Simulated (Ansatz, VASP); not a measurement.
Given: the input of a run of Ansatz 0.2.0 on LuMnIn.

The input input.yaml:

```yaml
crystal:
  lattice:
    - [4.7047698023, 0.0, 0.0]
    - [-2.3523849012, 4.0744501678, 0.0]
    - [0.0, 0.0, 3.3779165472]
  atoms:
    - { symbol: Lu, position: [0.0, 0.0, 0.0] }
    - { symbol: In, position: [0.6666666667, 0.3333333333, 0.5] }
    - { symbol: Mn, position: [0.3333333333, 0.6666666667, 0.5], spin: 4.0 }
hamiltonian:
  xc: pbe
  pseudopotentials: { kind: paw }
magnetization:
  spin_polarized: true
kpoints:
  mp_grid: { grid: [7, 7, 8] }
scf:
  occupations: { method: fermi_dirac, width: 0.05 }
output:
  forces: true
  stress: true
  eigenvalues: true
```

Potentials or basis: Ansatz PAW.

Command:

```sh
$ ansatz run input.yaml --threads 2 --pin off --max-ram 5120MiB --backend cpu --events-out ev --progress --plain --runs-dir out
```

Task: Set up the same calculation for VASP 6.6.1. Potentials there: VASP PAW PBE potentials, release 64 (Lu, In_d, Mn_pv).

Result: As run (the cutoff follows the program's own potentials):

The input INCAR:

```
SYSTEM = LuMnIn
PREC     = Accurate       ! precision mode
ENCUT    = 520            ! plane-wave cutoff, eV
EDIFF    = 1E-7           ! SCF threshold, eV
ISMEAR   = -1             ! smearing method
SIGMA    = 0.05           ! smearing width, eV
LREAL    = .False.        ! projectors in reciprocal space
LASPH    = .True.         ! aspherical terms in the spheres
NELM     = 100            ! most SCF steps
ALGO     = Normal         ! electronic algorithm
ISIF     = 2              ! what is computed and relaxed
LWAVE    = .False.        ! write WAVECAR
LCHARG   = .False.        ! write CHGCAR
ISPIN    = 2              ! spin polarisation
MAGMOM   = 0 0 4          ! initial moments
LORBIT   = 11             ! projections on sites
LMAXMIX  = 4              ! l up to which the mixer works
GGA      = PE             ! functional
NBANDS   = 36             ! bands
```

File KPOINTS:

```
regular mesh
0
Gamma
  7 7 8
  0 0 0
```

File POSCAR:

```
LuMnIn
1.0
    4.7047698023      0.0000000000      0.0000000000
   -2.3523849012      4.0744501678      0.0000000000
    0.0000000000      0.0000000000      3.3779165472
Lu In Mn
1 1 1
Direct
    0.0000000000      0.0000000000      0.0000000000
    0.6666666667      0.3333333333      0.5000000000
    0.3333333333      0.6666666667      0.5000000000
```

Potentials or basis: VASP PAW PBE potentials, release 64 (Lu, In_d, Mn_pv).

Launch:

```bash
$ cat potpaw_PBE.64/Lu/POTCAR potpaw_PBE.64/In_d/POTCAR potpaw_PBE.64/Mn_pv/POTCAR > POTCAR
$ mpirun -np 1 vasp_std > vasp.out
```

Both were run:

|  | VASP | Ansatz | Ansatz less VASP |
| --- | --- | --- | --- |
| gap on the k mesh at the Fermi level (eV) | none | none | - |
| pressure (GPa) | 1.5 | 1.4 | -0.16 |
| largest component of the traceless stress (GPa) | 0.23 | 0.24 | +0.010 |
| net moment per atom (μB) | 1.16 | 1.16 | +0.001 |
| size of the moment on the site where the two differ most (μB) | 0.03 | 0.02 | -0.016 |

Site moments also hang on the region over which each program counts them. A gap of «none» marks a metal or a gap that the smearing closes. The two sets of potentials don't hold the same shells in valence.

Caveats: spin-orbit coupling is left out, which moves the levels of the heavy elements.
